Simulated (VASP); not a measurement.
Consider the following.

```xyz
2
Lattice="3.0063 0.0000 0.0000 0.0000 3.0063 0.0000 0.0000 0.0000 3.0063" Properties=species:S:1:pos:R:3 pbc="T T T"
Al     1.5032     1.5032     1.5032
Ru     0.0000     0.0000     0.0000
```

Computed with PW91 GGA, VASP's PBE PAW potentials (set 64) (plane waves; VASP 6.6.1). Numerical set-up: 520 eV cut-off, Gaussian smearing of 0.050 eV, potentials Al Ru_pv.

**Question.** Estimate the band gap (along the path) with the smallest direct gap where there is one.

**Answer.** 
* **band gap (along the path)**: none (metal, semimetal or under 0.01 eV)

The absolute energy has meaning only against runs of the same code, potentials and settings.

The compound is RuAl in the CsCl type structure. It was relaxed first. The electron count is odd and the run is not spin-polarised, which forces a metal.
